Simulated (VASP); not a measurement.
Here is the system:

```xyz
6
Lattice="-1.7432 1.7432 4.2198 1.7432 -1.7432 4.2198 1.7432 1.7432 -4.2198" Properties=species:S:1:pos:R:3 pbc="T T T"
Si     0.0000     0.0000     4.2198
Si     1.7432     0.0000     2.1099
O      0.0000     0.0000     2.4587
O      1.7432     0.0000     0.3488
O      1.7432     0.0000     3.8709
O      0.0000     0.0000     5.9808
```

Method: r2SCAN meta-GGA, VASP's PBE PAW potentials (set 64) (plane waves; VASP). Settings: 520 eV cut-off, 10×10×10 Γ-centred mesh, tetrahedra with Blöchl corrections, potentials Si O.

Problem. Give the energies of bands 7 to 19 at the high-symmetry points, in eV from the valence-band maximum.

Solution. 
```csv
band,Γ,X,P,N,M,S,R
7,-6.66,-5.59,-5.98,-7.43,-4.85,-7.77,-5.60
8,-6.14,-5.59,-5.98,-4.97,-4.85,-4.96,-5.60
9,-5.55,-4.81,-4.08,-4.93,-4.21,-4.82,-4.81
10,-5.55,-4.81,-4.08,-4.22,-4.21,-4.00,-4.81
11,-3.75,-2.34,-2.89,-2.43,-4.09,-3.56,-2.54
12,-1.46,-2.34,-2.89,-2.39,-4.09,-2.33,-2.54
13,-0.90,-2.14,-2.03,-2.00,-2.17,-1.96,-2.04
14,-0.90,-2.14,-2.03,-1.96,-2.17,-1.72,-2.04
15,-0.74,-0.08,-0.01,-1.36,-0.51,-1.29,-0.11
16,-0.74,-0.08,-0.01,-1.31,-0.51,-0.95,-0.11
17,7.19,10.84,11.36,9.89,8.40,9.62,10.67
18,9.69,10.84,11.36,10.22,8.40,10.05,10.67
19,11.98,12.27,11.60,12.14,11.17,12.00,12.02
```

The gap is indirect, 7.19 eV, from the valence maximum at (-0.40, 0.40, 0.00) to the conduction minimum at Γ.

The structure was generated: SiO2 was put into the anatase type (I4_1/amd), which need not be its known phase. It was relaxed first, which changed the volume by -10 %.
